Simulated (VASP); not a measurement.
Data:

```xyz
3
Lattice="0.0000 2.7017 2.6206 2.7017 0.0000 2.6206 2.7017 2.7017 0.0000" Properties=species:S:1:pos:R:3 pbc="T T T"
Cd     0.0000     0.0000     0.0000
F      1.3508     1.3508     1.3103
F      4.0525     4.0525     3.9309
```

These are r2SCAN meta-GGA, VASP's PBE PAW potentials (set 64) (plane waves; VASP) values and carry that method's errors. Settings: 600 eV cut-off, 6×6×6 Γ-centred mesh, Gaussian smearing of 0.050 eV, potentials Cd F.

**Question.** Give the stress tensor in GPa (positive for a compressed cell).

**Answer.** 
```
2.34  0.00  0.00
0.00  2.34  0.00
0.00  0.00  5.92
```
The pressure is its mean diagonal, 3.53 GPa.

The compound is CdF2 in the fluorite structure. This cell was strained or had an atom moved on purpose.
